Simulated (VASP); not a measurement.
Output of a VASP run:

OSZICAR:
```
...
DAV:   1    -0.154592385522E+02   -0.39134E-02   -0.13641E-01   840   0.275E+00    0.421E-01
DAV:   2    -0.154566462829E+02    0.25923E-02   -0.15472E-02   945   0.135E+00    0.236E-01
DAV:   3    -0.154562135381E+02    0.43274E-03   -0.75966E-04  1022   0.312E-01    0.101E-01
DAV:   4    -0.154560742789E+02    0.13926E-03   -0.11886E-03   945   0.192E-01    0.493E-02
DAV:   5    -0.154560640381E+02    0.10241E-04   -0.58754E-05   994   0.571E-02    0.348E-02
DAV:   6    -0.154560646753E+02   -0.63713E-06   -0.60103E-06  1036   0.263E-02
  12 F= -.15456065E+02 E0= -.15456065E+02  d E =-.100925E-02
       N       E                     dE             d eps       ncg     rms          rms(c)
DAV:   1    -0.154699601670E+02   -0.13896E-01   -0.54220E-01   840   0.548E+00    0.844E-01
DAV:   2    -0.154597253012E+02    0.10235E-01   -0.61395E-02   945   0.269E+00    0.476E-01
DAV:   3    -0.154580021233E+02    0.17232E-02   -0.30360E-03  1022   0.623E-01    0.206E-01
DAV:   4    -0.154574380624E+02    0.56406E-03   -0.48543E-03   945   0.388E-01    0.992E-02
DAV:   5    -0.154573984623E+02    0.39600E-04   -0.24508E-04  1015   0.116E-01    0.692E-02
DAV:   6    -0.154574035414E+02   -0.50791E-05   -0.24914E-05  1050   0.535E-02    0.414E-02
DAV:   7    -0.154573998715E+02    0.36700E-05   -0.26219E-05  1029   0.423E-02    0.208E-02
DAV:   8    -0.154574000349E+02   -0.16343E-06   -0.21089E-06   828   0.139E-02
  13 F= -.15457400E+02 E0= -.15457400E+02  d E =-.234461E-02
       N       E                     dE             d eps       ncg     rms          rms(c)
DAV:   1    -0.155084703881E+02   -0.51071E-01   -0.21373E+00   840   0.109E+01    0.172E+00
DAV:   2    -0.154685112605E+02    0.39959E-01   -0.24246E-01   945   0.535E+00    0.948E-01
DAV:   3    -0.154616681596E+02    0.68431E-02   -0.12217E-02  1022   0.124E+00    0.411E-01
DAV:   4    -0.154593353349E+02    0.23328E-02   -0.19691E-02   952   0.777E-01    0.198E-01
DAV:   5    -0.154591835653E+02    0.15177E-03   -0.99736E-04  1029   0.232E-01    0.137E-01
DAV:   6    -0.154592070805E+02   -0.23515E-04   -0.99818E-05  1050   0.106E-01    0.792E-02
DAV:   7    -0.154592044506E+02    0.26299E-05   -0.90996E-05  1029   0.779E-02    0.371E-02
DAV:   8    -0.154592056230E+02   -0.11724E-05   -0.76635E-06  1099   0.256E-02    0.230E-02
DAV:   9    -0.154592063448E+02   -0.72186E-06   -0.11058E-06   749   0.697E-03
  14 F= -.15459206E+02 E0= -.15459206E+02  d E =-.415092E-02
       N       E                     dE             d eps       ncg     rms          rms(c)
DAV:   1    -0.156482900883E+02   -0.18908E+00   -0.83327E+00   840   0.215E+01    0.351E+00
DAV:   2    -0.154973889560E+02    0.15090E+00   -0.94444E-01   959   0.105E+01    0.192E+00
DAV:   3    -0.154705220200E+02    0.26867E-01   -0.49632E-02  1057   0.247E+00    0.851E-01
DAV:   4    -0.154603874929E+02    0.10135E-01   -0.78709E-02   931   0.154E+00    0.398E-01
DAV:   5    -0.154599172736E+02    0.47022E-03   -0.39570E-03  1036   0.458E-01    0.266E-01
DAV:   6    -0.154600022131E+02   -0.84940E-04   -0.41753E-04  1036   0.214E-01    0.138E-01
DAV:   7    -0.154600360182E+02   -0.33805E-04   -0.24602E-04  1001   0.128E-01    0.557E-02
DAV:   8    -0.154600429474E+02   -0.69292E-05   -0.21848E-05  1085   0.429E-02    0.333E-02
DAV:   9    -0.154600467859E+02   -0.38385E-05   -0.53383E-06  1015   0.151E-02    0.701E-03
DAV:  10    -0.154600472236E+02   -0.43765E-06   -0.15536E-06   879   0.120E-02
  15 F= -.15460047E+02 E0= -.15460047E+02  d E =-.499179E-02
```

### OUTCAR
```
------------------------ aborting loop because EDIFF is reached ----------------------------------------
  FORCE on cell =-STRESS in cart. coord.  units (eV):
  Direction    XX          YY          ZZ          XY          YZ          ZX
  --------------------------------------------------------------------------------------
  Total       -0.0589449     -0.0589449      0.0155280      0.0000000     -0.0000000      0.0000000
  in kB       -1.3873156     -1.3873156      0.3654629      0.0000000     -0.0000000      0.0000000
  external PRESSURE =      -0.8030561 kB  Pullay stress =       0.0000000 kB
  volume of cell :       68.07
      direct lattice vectors                 reciprocal lattice vectors
     3.577401529  0.000000000 -0.000000000     0.279532502  0.161388165  0.000000000
    -1.788700764  3.098120612  0.000000000    -0.000000000  0.322776330 -0.000000000
    -0.000000000  0.000000000  6.142082710     0.000000000 -0.000000000  0.162811223
 POSITION                                       TOTAL-FORCE (eV/Angst)
 -----------------------------------------------------------------------------------
     -1.78870      3.09812      0.00000        -0.000000     -0.000000     -0.000000
      1.78870      1.03271      4.91963         0.000000     -0.000000     -0.012509
     -0.00000      2.06541      1.22245        -0.000000      0.000000      0.012509
 -----------------------------------------------------------------------------------
    total drift:                               -0.000000     -0.000000      0.000000
  FREE ENERGIE OF THE ION-ELECTRON SYSTEM (eV)
  ---------------------------------------------------
  free  energy   TOTEN  =       -15.4600472236 eV

  energy  without entropy=      -15.4600472236  energy(sigma->0) =      -15.46004722

 reached required accuracy - stopping structural energy minimisation
```
(Selected blocks of OUTCAR.)

File POSCAR:
```
PtS2
1
    3.5835224187     0.0000000000     0.0000000000
   -1.7917612094     3.1034214585    -0.0000000000
    0.0000000000    -0.0000000000     5.5827630067
Pt S
1 2
Direct
  0.0000000000   0.0000000000   0.0000000000
  0.6666670000   0.3333330000   0.7815595069
  0.3333330000   0.6666670000   0.2184404931
```

Problem. Reconstruct the remaining input files.

Solution. Several could match; the one computed here: the input of the run itself, PBE GGA, plane waves, VASP's PBE PAW potentials (set 64).

### KPOINTS
```
Automatic mesh
0
gamma
  7 7 4
0 0 0
```

### INCAR
```
ALGO=Normal
EDIFF=1E-6
EDIFFG=-0.02
ENCUT=400
GGA=PE
IBRION=2
ISIF=3
ISMEAR=0
LASPH=T
LCHARG=F
LMAXMIX=6
LREAL=F
LWAVE=F
NELM=100
NSW=60
PREC=Accurate
SIGMA=0.05
SYSTEM=PtS2
```

POTCAR, in this order: Pt S (PBE.64 set). Program: vasp_std.

Energy and stress use the plane-wave basis of the starting cell. Without a dispersion term in the relaxation, distances and binding between the weakly bound layers, chains or molecules are unreliable, and so is what depends on them.

The structure comes from a computed database's PtS2 entry (P-3m1); how it stands against other phases isn't given here. This run relaxes it. Symmetry was kept, so distortions that lower it aren't found. The start is the result of an earlier pass.
